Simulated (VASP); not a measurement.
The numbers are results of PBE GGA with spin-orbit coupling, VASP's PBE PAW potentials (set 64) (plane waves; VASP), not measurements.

VASP input:

File KPOINTS:
```
K-points
0
Gamma
 8 8 8
```

POSCAR:
```
TmN
2.850
  1.0000000000   0.0000000000   0.0000000000
  0.0000000000   1.0000000000   0.0000000000
  0.0000000000   0.0000000000   1.0000000000
Tm N
1 1
Cart
  0.0000000000   0.0000000000   0.0000000000
  0.5000000000   0.5000000000   0.5000000000
```

### INCAR
```
SYSTEM=TmN
PREC=Accurate; ENCUT=520; LREAL=.FALSE.
LASPH=.TRUE.
EDIFF=1E-6; NELM=100; ALGO=Normal
LMAXMIX=6
ISMEAR=0; SIGMA=0.05
GGA=PE; GGA_COMPAT=.FALSE.
MAGMOM=0 0 0 0 0 0
LSORBIT=.TRUE.
ISIF=2
LWAVE=.FALSE.; LCHARG=.FALSE.
```

POTCAR, in this order: Tm_3 N (PBE.64 set). Program: vasp_ncl.

What VASP printed:

OSZICAR:
```
       N       E                     dE             d eps       ncg     rms          rms(c)
DAV:   1     0.115892591382E+03    0.11589E+03   -0.61175E+03  1620   0.132E+03
DAV:   2     0.590014944610E+00   -0.11530E+03   -0.11101E+03  1602   0.453E+02
DAV:   3    -0.162561838623E+02   -0.16846E+02   -0.15448E+02  2602   0.112E+02
DAV:   4    -0.168816946801E+02   -0.62551E+00   -0.62360E+00  2498   0.207E+01
DAV:   5    -0.168866204664E+02   -0.49258E-02   -0.49238E-02  2324   0.208E+00    0.277E+01
DAV:   6    -0.146891873171E+02    0.21974E+01   -0.11613E+01  2286   0.280E+01    0.240E+01
DAV:   7    -0.146445137591E+02    0.44674E-01   -0.66451E-01  2304   0.781E+00    0.150E+01
DAV:   8    -0.146520943252E+02   -0.75806E-02   -0.96920E-02  2384   0.399E+00    0.223E+00
DAV:   9    -0.146510103536E+02    0.10840E-02   -0.24862E-03  2210   0.561E-01    0.779E-01
DAV:  10    -0.146505272057E+02    0.48315E-03   -0.49747E-04  2328   0.251E-01    0.309E-01
DAV:  11    -0.146504090864E+02    0.11812E-03   -0.50380E-04  2128   0.262E-01    0.257E-02
DAV:  12    -0.146504116014E+02   -0.25150E-05   -0.41117E-05  2274   0.697E-02    0.144E-02
DAV:  13    -0.146504102165E+02    0.13849E-05   -0.14898E-06  1720   0.173E-02    0.490E-03
DAV:  14    -0.146504098963E+02    0.32026E-06   -0.24070E-07  1130   0.700E-03
   1 F= -.14650410E+02 E0= -.14650066E+02  d E =-.687131E-03  mag=     0.0000     0.0000     0.0000
```

OUTCAR:
```
------------------------ aborting loop because EDIFF is reached ----------------------------------------
  FORCE on cell =-STRESS in cart. coord.  units (eV):
  Direction    XX          YY          ZZ          XY          YZ          ZX
  --------------------------------------------------------------------------------------
  Total        2.7548628      2.7548628      2.7548628      0.0000000      0.0000000      0.0000000
  in kB      190.6671960    190.6671960    190.6671960      0.0000000      0.0000000      0.0000000
  external PRESSURE =     190.6671960 kB  Pullay stress =       0.0000000 kB
  volume of cell :       23.15
      direct lattice vectors                 reciprocal lattice vectors
     2.850000000  0.000000000  0.000000000     0.350877193  0.000000000  0.000000000
     0.000000000  2.850000000  0.000000000     0.000000000  0.350877193  0.000000000
     0.000000000  0.000000000  2.850000000     0.000000000  0.000000000  0.350877193
 POSITION                                       TOTAL-FORCE (eV/Angst)
 -----------------------------------------------------------------------------------
      0.00000      0.00000      0.00000         0.000000      0.000000      0.000000
      1.42500      1.42500      1.42500         0.000000      0.000000      0.000000
 -----------------------------------------------------------------------------------
    total drift:                                0.000000     -0.000000     -0.000000
  FREE ENERGIE OF THE ION-ELECTRON SYSTEM (eV)
  ---------------------------------------------------
  free  energy   TOTEN  =       -14.6504098963 eV

  energy  without entropy=      -14.6497227652  energy(sigma->0) =      -14.65006633

 Ion:    1  E_soc:     -0.5512498

 Ion:    2  E_soc:     -0.0003292
```
(Selected blocks of OUTCAR.)

The 4f electrons are frozen in the core of the lanthanide potential, so 4f levels, which can set the real gap, and their magnetism are missing.

The structure was generated: TmN was put into the CsCl type (Pm-3m), which need not be its known phase. The cell was not relaxed at this level. The run is one of a series of settings (GGA_COMPAT = .FALSE., LSORBIT = .TRUE., MAGMOM = 0 0 0 0 0 0, program vasp_ncl against the base run), some of them coarse on purpose.
